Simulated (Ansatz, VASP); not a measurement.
# Cross-check of Zr (Zirconium) between VASP and Ansatz, part 2 of 2

Wanted: the spread between two codes on one cell, functional and k mesh. The cell is taken from a series of runs on this material, whose earlier steps may have relaxed, scaled, displaced or heated it; both programs get it as it stands.

VASP 6.6.1 and Ansatz 0.2.0.

So far: Starting point; VASP: zone-centre phonons, PBEsol, pair 1; Ansatz: zone-centre phonons, PBEsol, pair 1.

## (4) Differences

Known differences besides the potentials themselves: the cutoff is 420 eV in Ansatz and 500 eV in VASP; Ansatz makes its cores anew for this functional, VASP keeps those of its PBE data sets. Total energies have different zeros and are not compared.

Compared:

| quantity | Ansatz | VASP | difference |
| --- | --- | --- | --- |
| optical mode 1 to 2 (cm⁻¹) | 58.6 | 58.9 | -0.61 % |
| optical mode 3 (cm⁻¹) | 175.6 | 176.1 | -0.29 % |

Modes are paired by rising frequency, not by their patterns, so a pair may set unlike modes beside each other; they are those without the splitting of longitudinal modes.

## (5) VASP: zone-centre phonons, PBEsol, pair 2

Second derivatives magnify differences that forces hide, and they need a tight electronic threshold. The cell compared in this pair holds 44.41 Å³, against 43.93 Å³ for the pair before.

Contents of INCAR:

```
SYSTEM = Zr
PREC = Accurate
ENCUT = 500
EDIFF = 1E-08
NELM = 120
ISMEAR = 1
SIGMA = 0.2
LREAL = .FALSE.
ALGO = Normal
GGA = PS
NBANDS = 18
LASPH = .TRUE.
LORBIT = 11
LWAVE = .FALSE.
LCHARG = .FALSE.
ISIF = 2
IBRION = 8
GGA_COMPAT = .FALSE.
KPAR = 2
```

Contents of POSCAR:

```
Zr
1.0
    3.1518563445      0.0000000000      0.0000000000
   -1.5759281723      2.7295876634      0.0000000000
    0.0000000000      0.0000000000      5.1622187565
Zr
2
Direct
    0.3333333334      0.6666666668      0.2500000000
    0.6666666668      0.3333333334      0.7500000000
```

Contents of KPOINTS:

```
Automatic mesh
0
Gamma
15 15 8
0 0 0
```

The projector-augmented-wave data sets are Zr_sv (PBE family, release 64).

Run with:

```sh
$ mpirun -np 2 vasp_std
```

Numbers of over 12 decimals in the logs are rounded to 6 here.

Output:

```text
[banner, memory and clock lines left out]
running    2 mpi-ranks, on    1 nodes
[...]
[... a notice as in an earlier step ...]

 LDA part: xc-table for (Slater+PW92), standard interpolation
 POSCAR, INCAR and KPOINTS ok, starting setup
[...]
entering main loop
       N       E                     dE             d eps       ncg     rms          rms(c)
DAV:   1     0.210747592089E+03    0.21075E+03   -0.13191E+04  4868   0.129E+03
DAV:   2    -0.288692242507E+01   -0.21363E+03   -0.21002E+03  5686   0.377E+02
DAV:   3    -0.185424659906E+02   -0.15656E+02   -0.15527E+02  8848   0.740E+01
DAV:   4    -0.189082906922E+02   -0.36582E+00   -0.36553E+00  5724   0.119E+01
[...]
DAV:  13    -0.181567156329E+02    0.22299E-06   -0.33541E-08  4702   0.148E-03    0.841E-04
DAV:  14    -0.181567155785E+02    0.54406E-07   -0.79260E-09  2980   0.105E-03    0.159E-04
DAV:  15    -0.181567155807E+02   -0.22769E-08   -0.72906E-10  2830   0.251E-04
   1 F= -.18156716E+02 E0= -.18157407E+02  d E =0.207549E-02
[...]
RMM:  21    -0.624041912003E+00   -0.48062E-07    0.51556E-07 49780   0.500E-04    0.478E-05
RMM:  22    -0.624041847273E+00    0.64729E-07    0.50159E-07 47976   0.459E-04    0.464E-05
RMM:  23    -0.624041772709E+00    0.74564E-07    0.48863E-07 48513   0.424E-04    0.444E-05
 first order change of Fermi-energy   0.84799E-05
 force on displaced ion       1 direction 1 :  -0.622   0.000   0.000
 Linear response progress:
  Degree of freedom:   2/  2
       N       E                     dE             d eps       ncg     rms          rms(c)
RMM:   1    -0.797211638409E+00   -0.79721E+00    0.29600E+00  7576   0.134E+01
RMM:   2    -0.748529067847E+00    0.48683E-01   -0.25940E-01 11188   0.273E+00    0.261E-01
RMM:   3    -0.752013125906E+00   -0.34841E-02   -0.45918E-02 13562   0.975E-01    0.896E-02
RMM:   4    -0.754708123945E+00   -0.26950E-02   -0.60387E-03 15345   0.358E-01    0.314E-02
[...]
RMM:  28    -0.754755126327E+00   -0.25350E-07   -0.11778E-06 15700   0.233E-04    0.794E-06
RMM:  29    -0.754755122025E+00    0.43023E-08   -0.11371E-06 15120   0.223E-04    0.802E-06
RMM:  30    -0.754755119224E+00    0.28009E-08   -0.10912E-06 13730   0.216E-04    0.910E-06
 first order change of Fermi-energy  -0.20998E-03
 force on displaced ion       1 direction 3 :  -0.000  -0.000  -4.774
 Linear response finished
```

From OUTCAR (step 5):

```text
  Total        0.4248959      0.4248959      0.0091645     -0.0000000      0.0000000      0.0000000
  in kB       15.3282743     15.3282743      0.3306126     -0.0000000      0.0000000      0.0000000
  external PRESSURE =      10.3290537 kB  Pullay stress =       0.0000000 kB

 POSITION                                       TOTAL-FORCE (eV/Angst)
 -----------------------------------------------------------------------------------
     -0.00000      1.81973      1.29055        -0.000000     -0.000000      0.000000
      1.57593      0.90986      3.87166         0.000000      0.000000      0.000000
 -----------------------------------------------------------------------------------
    total drift:                               -0.000000     -0.000000      0.000000

[... 1 part as in an earlier step ...]

[... 1 further part left out ...]
```

## (6) Ansatz: zone-centre phonons, PBEsol, pair 2

The same cell, functional, mesh and smearing now go to Ansatz, which takes its cutoff from its data sets.

The cell is taken from a series of runs on this material, whose earlier steps may have relaxed, scaled, displaced or heated it; both programs get it as it stands.

Contents of input.yaml:

```yaml
crystal:
  lattice:
    - [3.1518563445, 0.0, 0.0]
    - [-1.5759281723, 2.7295876634, 0.0]
    - [0.0, 0.0, 5.1622187565]
  atoms:
    - { symbol: Zr, position: [0.3333333333, 0.6666666667, 0.25] }
    - { symbol: Zr, position: [0.6666666667, 0.3333333333, 0.75] }
kpoints:
  mp_grid: { grid: [15, 15, 8] }
hamiltonian:
  xc: pbesol
  pseudopotentials: { kind: paw, azcp: { folder: soft_1 }, xc_functional: pbe }
scf:
  occupations: { method: methfessel_paxton, width: 0.2 }
output:
  eigenvalues: true
phonons:
  method: dfpt
```

Run with:

```sh
$ ansatz run input.yaml --threads 4 --pin off --max-ram 10240MiB --backend cpu --events-out ev --progress --plain --runs-dir out
```

Output:

```text
[...]
Crystal: 2 atoms, lattice volume = 44.412 Å³
Basis set: ecut = 420 eV, 869 PW (Γ), exchange–correlation on 48×48×72 points (8 copies of the dense FFT grid, shifted against one another)
Bands: 16, of which v1, the nominal top of the filled ones, is band 12 counted from 1 (11 counted from 0)
Symmetry: 24 space group operations
k-points: 320 of 1800 (irreducible under 4 space group operations, time reversal used)
[...]
k-point 2: bands = [... 8 lower, 9.3910, 11.3676, 15.0072, 15.0547, 15.4025, 15.4025, 15.9091, 15.9091, ... 4 higher]
  k-point 319: bands = [... 8 lower, 12.2620, 12.2620, 13.9331, 13.9331, 14.6896, 14.6896, 16.5285, 16.5285, ... 4 higher]
[...]
ASR residual: 1.056e-5 → 0.000e0 eV/Å²; symmetrization residual: 2.363e-10 eV/Å²
  ASR residual per site (eV/Å²): 1.06e-5 1.06e-5
  Γ frequencies (cm⁻¹): 0.00 0.00 0.00 60.52 60.52 168.22
[...]
[key lines of the parts left out:]
SCF converged after 9 iterations
Free energy (F): -8257.311666 eV
Fermi energy:    14.631015 eV
```

## (7) Side by side

The two programs side by side:

| quantity | Ansatz | VASP | difference |
| --- | --- | --- | --- |
| optical mode 1 to 2 (cm⁻¹) | 60.5 | 60.9 | -0.65 % |
| optical mode 3 (cm⁻¹) | 168.2 | 168.7 | -0.29 % |

Modes are paired by rising frequency, not by their patterns, so a pair may set unlike modes beside each other; they are those without the splitting of longitudinal modes.

## (8) Outcome

```json
{"r.m.s. difference of the optical zone-centre modes, each program's sorted by frequency (zone-centre phonons, PBEsol, pair 1)": "0.42 cm⁻¹", "difference in optical mode 1 to 2 (zone-centre phonons, PBEsol, pair 1)": "-0.6 %", "r.m.s. difference of the optical zone-centre modes, each program's sorted by frequency (zone-centre phonons, PBEsol, pair 2)": "0.43 cm⁻¹", "difference in optical mode 1 to 2 (zone-centre phonons, PBEsol, pair 2)": "-0.7 %"}
```

In words: The r.m.s. difference of the optical zone-centre modes, each program's sorted by frequency is 0.42 cm⁻¹ (zone-centre phonons, PBEsol, pair 1). Among the rows given in per cent, the largest difference of the zone-centre phonons, PBEsol, pair 1 pair is in optical mode 1 to 2, -0.6 %. Among the rows given in per cent, the largest difference of the zone-centre phonons, PBEsol, pair 2 pair is in optical mode 1 to 2, -0.7 %. Such differences can come from data sets, numerical settings and the points named under the comparisons, not from the functional's error against experiment.

[Lines on the potential files, build, host, timing and source positions are cut from VASP's logs without a mark.]

[Logs are printed without paths, hosts, clocks, repeated set-up lines and the standing remarks that a program may print on its own settings, such as how far it seeks lower states.]

[Hosts, paths, dates, database ids (printed as entryN), source tags and the programs' standing remarks are cut or masked in the printed files.]
